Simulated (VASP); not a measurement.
Level of theory: PBEsol GGA, VASP's PBE PAW potentials (set 64) (plane waves; VASP).

A VASP calculation is set up with these files.

KPOINTS:
```
Automatic mesh
0
Gamma
13 13 8
0 0 0
```

### INCAR
```
SYSTEM=Ho
PREC=Accurate; ENCUT=520; LREAL=.FALSE.
LASPH=.TRUE.
EDIFF=1E-7; NELM=100; ALGO=Normal
LMAXMIX=6
ISMEAR=-5
GGA=PS
ISIF=2
LWAVE=.FALSE.; LCHARG=.TRUE.; LORBIT=11
NEDOS=601
```

File POSCAR:
```
Ho
1.0
  1.7739990783  -3.0726565892   0.0000000000
  1.7739990783   3.0726565892   0.0000000000
  0.0000000000   0.0000000000   5.4474511488
Ho
2
Direct
  0.3333330000   0.6666670000   0.2500000000
  0.6666670000   0.3333330000   0.7500000000
```

POTCAR, in this order: Ho_3 (PBE.64 set). Program: vasp_std.

The run wrote:

OUTCAR:
```
 ion  position               nearest neighbor table
   1  0.333  0.667  0.250-   2 3.41   2 3.41   2 3.41   2 3.41   2 3.41   2 3.41
   2  0.667  0.333  0.750-   1 3.41   1 3.41   1 3.41   1 3.41   1 3.41   1 3.41
  LATTYP: Found a hexagonal cell.
 ALAT       =     3.5479982025
 C/A-ratio  =     1.5353590498
 Subroutine PRICEL returns:
 Original cell was already a primitive cell.
 Subroutine GETGRP returns: Found 24 space group operations
The static configuration has the point symmetry D_3d.
 The point group associated with its full space group is D_6h.
The dynamic configuration has the point symmetry D_3d.
 Subroutine INISYM returns: Found 24 space group operations
 Subroutine IBZKPT returns following result:
 Found    105 irreducible k-points:

 Following reciprocal coordinates:
            Coordinates               Weight
  0.000000  0.000000  0.000000      1.000000
  0.076923  0.000000  0.000000      6.000000
  0.153846  0.000000  0.000000      6.000000
  0.230769  0.000000  0.000000      6.000000
  0.307692  0.000000  0.000000      6.000000
  0.384615  0.000000  0.000000      6.000000
  0.461538  0.000000  0.000000      6.000000
  0.076923  0.076923  0.000000      6.000000
  0.153846  0.076923  0.000000     12.000000
  0.230769  0.076923  0.000000     12.000000
  0.307692  0.076923  0.000000     12.000000
  0.384615  0.076923  0.000000     12.000000
  0.461538  0.076923  0.000000      6.000000
  0.153846  0.153846  0.000000      6.000000
  0.230769  0.153846  0.000000     12.000000
  0.307692  0.153846  0.000000     12.000000
  0.384615  0.153846  0.000000     12.000000
  0.230769  0.230769  0.000000      6.000000
  0.307692  0.230769  0.000000     12.000000
  0.384615  0.230769  0.000000      6.000000
  0.307692  0.307692  0.000000      6.000000
  0.000000  0.000000  0.125000      2.000000
  0.076923  0.000000  0.125000     12.000000
  0.153846  0.000000  0.125000     12.000000
  0.230769  0.000000  0.125000     12.000000
  0.307692  0.000000  0.125000     12.000000
  0.384615  0.000000  0.125000     12.000000
  0.461538  0.000000  0.125000     12.000000
  0.076923  0.076923  0.125000     12.000000
  0.153846  0.076923  0.125000     24.000000
  0.230769  0.076923  0.125000     24.000000
  0.307692  0.076923  0.125000     24.000000
  0.384615  0.076923  0.125000     24.000000
  0.461538  0.076923  0.125000     12.000000
  0.153846  0.153846  0.125000     12.000000
  0.230769  0.153846  0.125000     24.000000
  0.307692  0.153846  0.125000     24.000000
  0.384615  0.153846  0.125000     24.000000
  0.230769  0.230769  0.125000     12.000000
  0.307692  0.230769  0.125000     24.000000
   k-points           NKPTS =    105   k-points in BZ     NKDIM =    105   number of bands    NBANDS=     13
   number of dos      NEDOS =    601   number of ions     NIONS =      2
   total plane-waves  NPLWV =  32928
   dimension x,y,z NGX =    28 NGY =   28 NGZ =   42
   dimension x,y,z NGXF=    56 NGYF=   56 NGZF=   84
   ions per type =               2
   PREC   = accura    normal or accurate (medium, high low for compatibility)
   ISTART =      0    job   : 0-new  1-cont  2-samecut
   ICHARG =      2    charge: 1-file 2-atom 10-const
   ISPIN  =      1    spin polarized calculation?
   LNONCOLLINEAR =      F non collinear calculations
   LSORBIT =      F    spin-orbit coupling
   INIWAV =      1    electr: 0-lowe 1-rand  2-diag
   ENCUT  =  520.0 eV  38.22 Ry    6.18 a.u.   6.60  6.60 10.13*2*pi/ulx,y,z
   NELM   =    100;   NELMIN=  2; NELMDL= -5     # of ELM steps
   EDIFF  = 0.1E-06   stopping-criterion for ELM
   LREAL  =      F    real-space projection
...
```

### OSZICAR
```
       N       E                     dE             d eps       ncg     rms          rms(c)
DAV:   1     0.865391044423E+02    0.86539E+02   -0.82370E+03  3079   0.129E+03
DAV:   2    -0.456014042317E+01   -0.91099E+02   -0.89707E+02  3900   0.541E+02
DAV:   3    -0.967237462031E+01   -0.51122E+01   -0.48734E+01  4483   0.978E+01
DAV:   4    -0.987665142232E+01   -0.20428E+00   -0.19683E+00  4713   0.126E+01
DAV:   5    -0.988131390100E+01   -0.46625E-02   -0.46691E-02  4517   0.221E+00    0.251E+01
DAV:   6    -0.987464804433E+01    0.66659E-02   -0.27502E-02  4576   0.224E+00    0.149E+01
DAV:   7    -0.988078038846E+01   -0.61323E-02   -0.47734E-02  4370   0.303E+00    0.323E-01
DAV:   8    -0.988039812310E+01    0.38227E-03   -0.28867E-03  3948   0.601E-01    0.637E-02
DAV:   9    -0.988040314668E+01   -0.50236E-05   -0.22384E-04  4607   0.185E-01    0.317E-02
DAV:  10    -0.988039916797E+01    0.39787E-05   -0.21240E-05  4584   0.491E-02    0.328E-02
DAV:  11    -0.988039918823E+01   -0.20259E-07   -0.11852E-06  4384   0.115E-02    0.464E-03
DAV:  12    -0.988039930478E+01   -0.11655E-06   -0.13865E-07  2574   0.487E-03    0.190E-03
DAV:  13    -0.988039930498E+01   -0.19395E-09   -0.35107E-08  2320   0.525E-03
   1 F= -.98803993E+01 E0= -.98803993E+01  d E =0.000000E+00
```

**OUTCAR**
```
------------------------ aborting loop because EDIFF is reached ----------------------------------------
  FORCE on cell =-STRESS in cart. coord.  units (eV):
  Direction    XX          YY          ZZ          XY          YZ          ZX
  --------------------------------------------------------------------------------------
  Total       -0.0859447     -0.0859448      0.1842031     -0.0000000      0.0000000      0.0000000
  in kB       -2.3186712     -2.3186713      4.9695466     -0.0000000      0.0000000      0.0000000
  external PRESSURE =       0.1107347 kB  Pullay stress =       0.0000000 kB
  volume of cell :       59.39
      direct lattice vectors                 reciprocal lattice vectors
     1.773999078 -3.072656589  0.000000000     0.281849075 -0.162725637  0.000000000
     1.773999078  3.072656589  0.000000000     0.281849075  0.162725637  0.000000000
     0.000000000  0.000000000  5.447451149     0.000000000  0.000000000  0.183572091
 POSITION                                       TOTAL-FORCE (eV/Angst)
 -----------------------------------------------------------------------------------
      1.77400      1.02422      1.36186        -0.000000      0.000000      0.000000
      1.77400     -1.02422      4.08559         0.000000     -0.000000      0.000000
 -----------------------------------------------------------------------------------
    total drift:                                0.000000      0.000086     -0.000011
  FREE ENERGIE OF THE ION-ELECTRON SYSTEM (eV)
  ---------------------------------------------------
  free  energy   TOTEN  =        -9.8803993050 eV

  energy  without entropy=       -9.8803993050  energy(sigma->0) =       -9.88039930

 total charge

# of ion       s       p       d       tot
------------------------------------------
    1        0.495   6.472   1.139   8.107
    2        0.495   6.472   1.139   8.107
--------------------------------------------------
tot          0.991  12.945   2.279  16.215
```
(Selected blocks of OUTCAR.)

The 4f electrons are frozen in the core of the lanthanide potential, so 4f levels, which can set the real gap, and their magnetism are missing. For a metal the tetrahedron method with Blöchl corrections gives inexact stress and forces.

The compound is Ho in the hcp structure. It was relaxed first.
